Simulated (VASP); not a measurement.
A cell of BP (zinc blende) near equilibrium:

```xyz
2
Lattice="0.0000 2.2660 2.2660 2.2660 0.0000 2.2660 2.2660 2.2660 0.0000" Properties=species:S:1:pos:R:3 pbc="T T T"
B      0.0000     0.0000     0.0000
P      1.1330     1.1330     1.1330
```

Level of theory: r2SCAN meta-GGA, VASP's PBE PAW potentials (set 64) (plane waves; VASP).

```json
[
 {"run": "as it is", "ΔE (meV/atom)": "0.0", "σxx": "0.01", "σyy": "0.01", "σzz": "0.01", "largest shear component, with its sign (GPa)": "0.00", "gap (eV)": "1.44"},
 {"run": "after one change", "ΔE (meV/atom)": "0.2", "σxx": "0.02", "σyy": "0.02", "σzz": "0.02", "largest shear component, with its sign (GPa)": "-1.08", "gap (eV)": "1.43"}
]
```
Stress is in GPa, positive when the cell is compressed; gaps are those on the k-mesh, and 0.00 means metallic.

Task: What was changed between the two runs?
(A) isotropic strain of +4.0 %
(B) shear strain γ_yz = +0.5 %
(C) isotropic strain of -1.0 %
(D) shear strain γ_xz = +1.5 %

Result: B, shear strain γ_yz = +0.5 %

The compound is BP in the zinc blende structure.
